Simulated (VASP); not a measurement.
Consider the following.

```
CELL_PARAMETERS angstrom
      1.72896    -2.99464     0.00000
      1.72896     2.99464     0.00000
      0.00000     0.00000     5.30070
ATOMIC_POSITIONS crystal
  Tl 0.33333 0.66667 0.25000
  Tl 0.66667 0.33333 0.75000
```

Calculation: LDA (Ceperley-Alder, Perdew-Zunger), VASP's LDA PAW potentials (set 64) (plane waves; VASP 6.6.1). Numerical set-up: 500 eV cut-off, 12×12×7 Γ-centred mesh, first-order Methfessel-Paxton smearing of 0.10 eV, potentials Tl_d.

Energy and stress use the plane-wave basis of the starting cell.

### Question
The ions, cell shape and volume at an external pressure of 5.0 GPa are relaxed. Which structure does the run end with?

### Answer

```
CELL_PARAMETERS angstrom
      1.66287    -2.88018     0.00000
      1.66287     2.88018     0.00000
      0.00000     0.00000     5.20990
ATOMIC_POSITIONS crystal
  Tl 0.33333 0.66667 0.25000
  Tl 0.66667 0.33333 0.75000
```
Space group P6_3/mmc (194), at a tolerance of 0.03 Å.

### Question
How do energy and volume change from the first to the last step?

### Answer
The energy (σ→0) changes by +35.0 meV/atom and the volume by -9.1 %, in 6 ionic steps.

The compound is Tl in the hcp structure. This run relaxes it under an external pressure of 5 GPa. Symmetry was kept, so distortions that lower it aren't found.
